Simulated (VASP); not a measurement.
A convergence study with VASP on LiBr (rock salt): one setting is varied, all else stays as given below, so the limit is that of these other settings. Each run relaxes cell and ions from the cell shown.

```xyz
2
Lattice="0.0000 2.7500 2.7500 2.7500 0.0000 2.7500 2.7500 2.7500 0.0000" Properties=species:S:1:pos:R:3 pbc="T T T"
Li     0.0000     0.0000     0.0000
Br     2.7500     2.7500     2.7500
```

These are PBE GGA, VASP's PBE PAW potentials (set 64) (plane waves; VASP) values and carry that method's errors. The tightest run used: 700 eV cut-off, 12×12×12 Γ-centred mesh, Gaussian smearing of 0.050 eV, potentials Li_sv Br.

Gaps are read on the run's mesh, which can miss a band edge.

```
setting     relaxed volume (Å³/atom)  E (eV/atom)  gap on the mesh (eV)  irreducible k-points
----------  ------------------------  -----------  --------------------  --------------------
2×2×2 mesh                    24.896      -3.0583                 4.188                     3
3×3×3 mesh                    21.486      -3.2865                 4.793                     4
4×4×4 mesh                    20.990      -3.3159                 4.903                     8
```

Task: These are the cheaper rows. Estimate the results at 12×12×12 mesh, and how far the last row shown lies from them.

Result: 
```tsv
quantity	tightest run	last row shown is off by
relaxed volume (Å³/atom)	20.829	0.160
E (eV/atom)	-3.3211	0.0052
gap on the mesh (eV)	4.934	-0.031
```

Left out are rungs that failed or repeat a setting and relaxations that didn't move; long series are thinned to 24 rows.

The compound is LiBr in the rock salt structure.
